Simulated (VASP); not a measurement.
Energy against volume of MgSe (rock salt). All values below come from PBE GGA with D3 dispersion (Becke-Johnson damping), VASP's PBE PAW potentials (set 64) (plane waves; VASP).

```json
[
 {"V (Å³/atom)": "18.716", "E (eV/atom)": "-4.09924"},
 {"V (Å³/atom)": "19.313", "E (eV/atom)": "-4.11210"},
 {"V (Å³/atom)": "19.910", "E (eV/atom)": "-4.11610"},
 {"V (Å³/atom)": "20.508", "E (eV/atom)": "-4.11250"},
 {"V (Å³/atom)": "21.105", "E (eV/atom)": "-4.10239"}
]
```

**Question.** Fit a third-order Birch-Murnaghan equation of state.

**Answer.** 
* **volume per atom**: 19.91 Å³/atom
* **bulk modulus**: 67.8 GPa
* **pressure derivative of the bulk modulus**: 4.13
* **lattice constant a**: 5.421 Å

Measured: a 5.460 Å (computed value off by -0.7 %), as given by M J Lucero et al., Journal of Physics Condensed Matter (2012), arXiv:1111.4515. The calculation is for a static lattice, while the measured a holds thermal and zero-point effects, which are part of the difference.

The compound is MgSe in the rock salt structure. It was relaxed first.
